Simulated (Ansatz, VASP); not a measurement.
# TiTe2 in two plane-wave programs

One calculation is typed for both programs; each brings its own data sets. How far apart do they land? The cell is taken from a series of runs on this material, whose earlier steps may have relaxed, scaled, displaced or heated it; both programs get it as it stands.

Calculated with Ansatz 0.2.0; plane waves, with VASP 6.6.1 beside it; zone-centre phonons at PBE.

### 1. The starting structure

The structure is trigonal, space group P-3m1 (No. 164). The conventional cell has a = 3.763 Å, b = 3.763 Å, c = 6.989 Å, α = 90.00°, β = 90.00°, γ = 120.00°. Nearest to Ti lie 6 Te at 2.78 Å. Nearest to Te lie 3 Ti at 2.78 Å. Farther neighbours and most contacts between anions are not listed.

### 2. Ansatz: zone-centre phonons, PBE

Ansatz runs on its PAW soft_1 files.

Second derivatives magnify differences that forces hide, and they need a tight electronic threshold.

input.yaml

```yaml
crystal:
  lattice:
    - [3.7630522648, 0.0, 0.0]
    - [-1.8815261324, 3.2588988571, 0.0]
    - [0.0, 0.0, 6.989253665]
  atoms:
    - { symbol: Ti, position: [0.0, 0.0, 0.0] }
    - { symbol: Te, position: [0.6666666667, 0.3333333333, 0.2482491252] }
    - { symbol: Te, position: [0.3333333333, 0.6666666667, 0.7517508748] }
kpoints:
  mp_grid: { grid: [15, 15, 8] }
hamiltonian:
  xc: pbe
  pseudopotentials: { kind: paw, azcp: { folder: soft_1 } }
scf:
  occupations: { method: methfessel_paxton, width: 0.2 }
output:
  eigenvalues: true
phonons:
  method: dfpt
```

Started as:

```console
$ ansatz run input.yaml --threads 4 --pin off --max-ram 15360MiB --backend cpu --events-out ev --progress --plain --runs-dir out
```

Numbers of over 12 decimals in the logs are rounded to 6 here.

Output:

```text
Engine: ansatz 0.2.0, aarch64-unknown-linux-gnu
Pseudopotentials: kind: paw
Pseudopotential: Ti, paw, valence charge 12, recommended cutoff 420 eV (normal), soft_1/Ti.paw.azcp
Pseudopotential: Te, paw, valence charge 16, recommended cutoff 420 eV (normal), soft_1/Te.paw.azcp
Functional definition: PBE
  parameter kappa = 0.804
  parameter beta = 0.066725
  exchange = pbe_x(kappa = kappa, mu = beta*pi^2/3)
  correlation = pbe_c(beta = beta)
Crystal: 3 atoms, lattice volume = 85.712 Å³
Basis set: ecut = 420 eV, 1691 PW (Γ), exchange–correlation on 54×54×96 points (8 copies of the dense FFT grid, shifted against one another)
Bands: 27, of which v1, the nominal top of the filled ones, is band 22 counted from 1 (21 counted from 0)
Symmetry: 12 space group operations
k-points: 488 of 1800 (irreducible under 2 space group operations, time reversal used)
Non-local potential: Ti, projectors of the file, l = 0: 3, l = 1: 2, l = 2: 3, l = 3: 1
Non-local potential: Te, projectors of the file, l = 0: 2, l = 1: 2, l = 2: 2, l = 3: 1
PAW form: soft (Blöchl's): semilocal exchange-correlation on the pseudo side does not see the compensation charge
PAW one-centre angular grid: Ti, 590 points (default); XC on 64 Gauss nodes
PAW one-centre angular grid: Te, 590 points (default); XC on 64 Gauss nodes
Initial density: superposition of atomic densities (chi_scale 0.1, normalization cell, long waves kept (reshape's long-wave potential 0.08 eV rms))
Initial wavefunctions: pseudopotential atomic-orbital guess
Functional: x = pbe(κ = 0.804, μ = 0.219515), c = pbe(β = 0.066725)
SCF iter   1: F=—  HF=-16464.935659 eV  |F-HF|=—  |Δ(HF+E_count)|=         —  Δρ=1.32e-1  dr2=4.46e1  ethr=3.10e-3  ⟨swp⟩=5.8  Hψ=55872  notcnv=0
preconditioner: auto → LDOS  [metal: Δε(μ)=0.022 eV  Ē_g=5.454 eV  σ=0.200 eV  W_gap=0.09  n_scr=22 (ndim 8)  ℏωp=16.0 eV  f_vac=0.018  D(μ)=3.45/eV (n_scr^D=36)  β→1.0]
SCF iter   2: F=—  HF=-16462.134060 eV  |F-HF|=—  |Δ(HF+E_count)|=    2.80e0  S|Δr|=    0.00e0  Δρ=4.54e-2  dr2=2.86e0  ethr=3.10e-3  ⟨swp⟩=3.8  Hψ=31426  notcnv=0  defer=17
SCF iter   3: F=—  HF=-16461.987405 eV  |F-HF|=—  |Δ(HF+E_count)|=   1.47e-1  S|Δr|=    0.00e0  Δρ=1.81e-2  dr2=9.09e-1  ethr=3.10e-3  ⟨swp⟩=2.2  Hψ=21005  notcnv=0  defer=2
SCF iter   4: F=—  HF=-16461.890894 eV  |F-HF|=—  |Δ(HF+E_count)|=   9.65e-2  S|Δr|=    0.00e0  Δρ=8.26e-3  dr2=9.19e-2  ethr=2.07e-3  ⟨swp⟩=1.9  Hψ=18272  notcnv=0  defer=3
SCF iter   5: F=—  HF=-16461.881134 eV  |F-HF|=—  |Δ(HF+E_count)|=   9.76e-3  S|Δr|=    0.00e0  Δρ=3.28e-3  dr2=1.81e-2  ethr=2.09e-4  ⟨swp⟩=1.5  Hψ=14517  notcnv=0  defer=3
SCF iter   6: F=—  HF=-16461.879781 eV  |F-HF|=—  |Δ(HF+E_count)|=   1.35e-3  S|Δr|=    0.00e0  Δρ=3.96e-4  dr2=1.11e-4  ethr=4.12e-5  ⟨swp⟩=1.2  Hψ=13410  notcnv=0  defer=3
SCF iter   7: F=—  HF=-16461.879808 eV  |F-HF|=—  |Δ(HF+E_count)|=   2.72e-5  S|Δr|=    0.00e0  Δρ=1.46e-4  dr2=3.36e-5  ethr=2.52e-7  ⟨swp⟩=2.9  Hψ=25904  notcnv=0  defer=3
SCF iter   8: F=—  HF=-16461.879807 eV  |F-HF|=—  |Δ(HF+E_count)|=   3.52e-7  S|Δr|=    0.00e0  Δρ=6.13e-5  dr2=6.11e-6  ethr=7.64e-8  ⟨swp⟩=1.1  Hψ=13202  notcnv=0  defer=3
SCF iter   9: F=—  HF=-16461.879807 eV  |F-HF|=—  |Δ(HF+E_count)|=   1.79e-7  S|Δr|=    0.00e0  Δρ=1.70e-5  dr2=4.36e-7  ethr=1.39e-8  ⟨swp⟩=1.1  Hψ=13229  notcnv=0  defer=3
SCF iter  10: F=—  HF=-16461.879805 eV  |F-HF|=—  |Δ(HF+E_count)|=   1.87e-6  S|Δr|=    0.00e0  Δρ=8.84e-7  dr2=5.21e-10  ethr=9.90e-10  ⟨swp⟩=1.8  Hψ=15191  notcnv=0  defer=5
SCF iter  11: F=—  HF=-16461.879805 eV  |F-HF|=—  |Δ(HF+E_count)|=   1.30e-9  S|Δr|=    0.00e0  Δρ=2.24e-7  dr2=4.58e-11  ethr=1.18e-12  ⟨swp⟩=2.8  Hψ=25756  notcnv=0  defer=5
SCF iter  12: F=-16461.879805 eV  HF=-16461.879805 eV  |F-HF|=1.46e-11  |Δ(HF+E_count)|=  3.64e-12  S|Δr|=    0.00e0  Δρ=6.87e-8  dr2=3.64e-12  ethr=1.00e-12  ⟨swp⟩=6.1  Hψ=56525  notcnv=0
SCF 1 converged in 12 iterations: F = -16461.879805 eV  dr2 = 3.64e-12
  greatest PAW one-centre occupation: 0.999 electrons in one spin orbital (limit 2), on the Ti atom at site 0 (counted from 0), in its partial waves of l = 0
DFPT response loops at Γ: preconditioner auto → Kerker (q_TF=auto, 2.441 Å⁻¹) (partly filled bands, converged f_vac=0.034); β = 1.00, the filter's whole step (`scf.mixing.beta` (0.50) is not read by the response loops under this deck's `scf.mixing.preconditioner`; to damp them name `kerker` or `kerker_dos`, under which they read `scf.mixing.beta`, and type it under 1.00, their step now; both keys bind the ground state too); Broyden in place of MSR1
SCF converged after 12 iterations
Stability not checked: this state was not tested for a lower state beside it, because cold or Methfessel-Paxton smearing, or corrected tetrahedra, fill the levels in a way that the test cannot read (fill_not_monotonic; see scf.lower_state_search)
Free energy (F): -16461.879805 eV
Harris-Foulkes:  -16461.879805 eV  (|F-HF|=1.46e-11)
Internal energy: -16461.880496 eV  (E = F + TS)
E sigma→0 (E₀):  -16461.879978 eV
Entropy (-TS):   0.000691 eV (0.230 meV/atom)
Fermi energy:    9.271474 eV
Step filling:    the computed levels leave a gap of 0.0000 eV = 0.0 smearing widths at the electron count; against every level under it full and every level over it empty, smearing changes F+E_penalty+E_count by +0.641 meV and its σ→0 estimate by +0.468 meV
--- Per-component energies (eV) ---
  E_band       = -710.518377
  E_kinetic    = 623.366701
  E_local      = -4624.461303  (includes V_loc(G=0)·N_el)
  E_nonlocal   = 193.191973
  E_hartree    = 2206.550542
  E_xc         = -360.408787
  E_vxc        = -348.467238  (∫ρ·V_xc dr)
  E_paw        = -10385.574284  (= ΣΔE_a)
  E_vpaw       = -967.249787  (= ΣTr[D̂ρ^β])
  E_aug_tail   = 0.000104  (compensation charges beyond the density's cutoff)
  E_ewald      = -4114.545443
  E_smearing   = 0.000691  (= −TS)
  E_closure    = 0.000000  (closes the sum)
  Σ components = -16461.879805   (vs F -16461.879805, Δ=0.00e0)
--- Band table (eV; the first three rows and the last of 488) ---
  k-point 0: bands = [... 18 lower, 7.7168, 9.1267, 9.5542, 9.6609, 9.6609, 10.3777, 10.3777, 12.4536, ... 1 higher]
  k-point 1: bands = [... 18 lower, 7.7209, 8.6901, 9.6603, 9.6603, 9.7827, 10.3558, 10.3558, 12.4840, ... 1 higher]
  k-point 2: bands = [... 18 lower, 7.7308, 7.9706, 9.6588, 9.6588, 9.9770, 10.3048, 10.3048, 12.5563, ... 1 higher]
  k-point 487: bands = [... 18 lower, 6.3711, 6.8511, 7.2076, 7.8339, 9.9284, 10.5381, 10.6562, 11.1520, ... 1 higher]
--- Phonons (Γ-DFPT): 4 representative perturbations + reference, on 488 of 1800 k-points (Σ response iterations 14) ---
  k mesh reduced under 2 symmetry operations, with k and −k counted as one. Each operation leaves every solved perturbation unchanged. A smaller set is not used because it would not reduce the number of displacements times k-points to solve
  ASR residual: 1.090e-4 → 0.000e0 eV/Å²; symmetrization residual: 1.751e-5 eV/Å²
  ASR residual per site (eV/Å²): 1.09e-4 3.34e-5 3.34e-5
  Γ frequencies (cm⁻¹): 0.00 0.00 0.00 93.71 93.71 135.20 165.04 165.04 251.23
  non-analytic LO–TO correction: not included (Born effective charges unavailable; polar crystals: no LO–TO splitting at Γ)
```

(Continued in part 2 of 2.)

[Lines on the potential files, build, host, timing and source positions are cut from VASP's logs without a mark.]

[Logs are printed without paths, hosts, clocks, repeated set-up lines and the standing remarks that a program may print on its own settings, such as how far it seeks lower states.]

[Hosts, paths, dates, database ids (printed as entryN), source tags and the programs' standing remarks are cut or masked in the printed files.]
